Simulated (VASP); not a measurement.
An input for Quantum ESPRESSO's pw.x (written as the equivalent of a VASP run, and not itself run):

```
&CONTROL
  calculation = 'vc-relax'
  pseudo_dir = './pseudo'
  outdir = './out'
  tprnfor = .true.
  tstress = .true.
  nstep = 30
  forc_conv_thr = 0.00039
/
&SYSTEM
  ibrav = 0
  nat = 2
  ntyp = 1
  ecutwfc = 66
  occupations = 'smearing'
  smearing = 'methfessel-paxton'
  degauss = 0.00735
  input_dft = 'pbe'
  vdw_corr = 'grimme-d3'
  dftd3_version = 4
  dftd3_threebody = .false.
/
&ELECTRONS
  conv_thr = 7.3e-09
  electron_maxstep = 100
/
&IONS
/
&CELL
  cell_dofree = 'shape'
/
ATOMIC_SPECIES
  Zr 91.224 Zr.upf
CELL_PARAMETERS angstrom
     1.6208942   -2.8074710    0.0000000
     1.6208942    2.8074710    0.0000000
     0.0000000    0.0000000    5.2257530
ATOMIC_POSITIONS crystal
  Zr   0.3333330  0.6666670  0.2500000
  Zr   0.6666670  0.3333330  0.7500000
K_POINTS automatic
  13 13 7 0 0 0
```

Question: Translate this input to VASP (INCAR, KPOINTS, POSCAR, choice of POTCAR).

Answer: Several could match; the one computed here: 
### POSCAR
```
Zr
1.0
  1.6208941820  -2.8074710242   0.0000000000
  1.6208941820   2.8074710242   0.0000000000
  0.0000000000   0.0000000000   5.2257529889
Zr
2
Cartesian
  1.6208941820   0.9358255464   1.3064382472
  1.6208941820  -0.9358255464   3.9193147417
```

KPOINTS:
```
K-points
0
Gamma
 13 13 7
```

### INCAR
```
# general
SYSTEM  = Zr
PREC    = Accurate
ENCUT   = 520
LREAL   = .FALSE.
LASPH   = .TRUE.

# electronic loop
EDIFF   = 1E-7
NELM    = 100
ALGO    = Normal
LMAXMIX = 4

# smearing
ISMEAR  = 1
SIGMA   = 0.1

# functional
GGA     = PE
IVDW    = 12

# ions
IBRION  = 2
NSW     = 30
ISIF    = 4
EDIFFG  = -0.01

# output
LWAVE   = .FALSE.
LCHARG  = .FALSE.
```

POTCAR, in this order: Zr_sv (PBE.64 set). Program: vasp_std.

What does not carry over: the potentials are each code's own (VASP's PAW set, PseudoDojo norm-conserving files in pw.x), so ENCUT and ecutwfc are chosen apart and not converted; conv_thr bounds pw.x's estimated SCF error, while EDIFF bounds the energy change between steps; forc_conv_thr acts on force components and is met together with etot_conv_thr.

The compound is Zr in the hcp structure. This cell is one point of a volume scan, at 1.06 of the reference volume. Symmetry was kept, so distortions that lower it aren't found.
